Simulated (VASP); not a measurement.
ZrAl3B3N:

```
Zr Al B N
1.0
     4.09828    0.00000    0.00000
    -2.04914    3.54922    0.00000
     0.00000    0.00000    7.39990
Zr Al B N
1 3 3 1
Direct
  0.00000 0.00000 0.50000
  0.66667 0.33333 0.00000
  0.00000 0.00000 0.85034
  0.00000 0.00000 0.14966
  0.66667 0.33333 0.35285
  0.66667 0.33333 0.64715
  0.33333 0.66667 0.00000
  0.66667 0.33333 0.50000
```

The cell was built by a generator and needn't be a form met in nature.

```yaml
Program: VASP 6.6.1
Task: relaxation of cell and atoms
Functional: PBE
Potentials_or_basis: VASP PAW PBE potentials, release 64 (Zr_sv, Al, B, N)
Cutoff: 520 eV
k_mesh: 4 × 4 × 2
Occupations: gaussian, width 0.15 eV
Spin: no spin polarisation
```

At the start: pressure 33.6 GPa; volume 13.45 Å³/atom.

How do energy, volume and symmetry change on relaxing?

Over 24 steps the energy falls by 1249.3 meV/atom and the volume is 12.97 Å³/atom (-3.6 %); space group P-6m2 (No. 187, to 0.05 Å).

The path:
```csv
step,energy change (eV),largest force (eV/Å),pressure (GPa),volume (Å³)
1,0.0000,31.1423,33.60,107.64
2,1.7206,12.1352,-0.36,148.39
3,-2.1850,6.8942,-6.93,143.32
4,-2.9532,5.2068,-8.97,140.74
5,-4.2604,2.4476,-13.16,132.76
6,-5.6441,2.0123,-15.74,120.48
7,-6.7581,3.0520,-13.37,114.13
8,-7.3339,2.8253,-9.18,110.90
9,-7.4745,1.8663,-5.28,109.27
10,-8.8194,1.4590,-3.83,103.93
11,-9.3561,1.5419,0.35,99.91
12,-8.8274,1.3019,18.71,91.31
13,-9.5828,1.1253,5.64,96.70
14,-9.8819,0.6810,-0.40,101.93
15,-9.9235,0.4403,-2.78,104.69
16,-9.9562,0.5932,1.69,102.55
17,-9.9638,0.2586,0.40,103.17
18,-9.9857,0.1241,0.77,102.91
19,-9.9874,0.0715,1.26,102.64
20,-9.9905,0.0801,1.00,102.77
21,-9.9925,0.1755,-0.66,104.11
22,-9.9935,0.1154,-0.16,103.64
23,-9.9936,0.1093,-0.12,103.59
24,-9.9945,0.0184,0.10,103.75
```

Final structure:
```xyz
8
Lattice="3.6739 0.0000 0.0000 -1.8370 3.1817 0.0000 0.0000 0.0000 8.8753" Properties=species:S:1:pos:R:3 pbc="T T T"
Zr    0.0000    0.0000    4.4376
Al    1.8370    1.0606    0.0000
Al    3.6739    0.0000    7.1390
Al    3.6739    0.0000    1.7363
B     1.8370    1.0606    2.9621
B     1.8370    1.0606    5.9132
B     0.0000    2.1212    0.0000
N     1.8370    1.0606    4.4376
```

Caveat: the k mesh is coarse (spacing up to 0.44 Å⁻¹), so the values aren't converged.
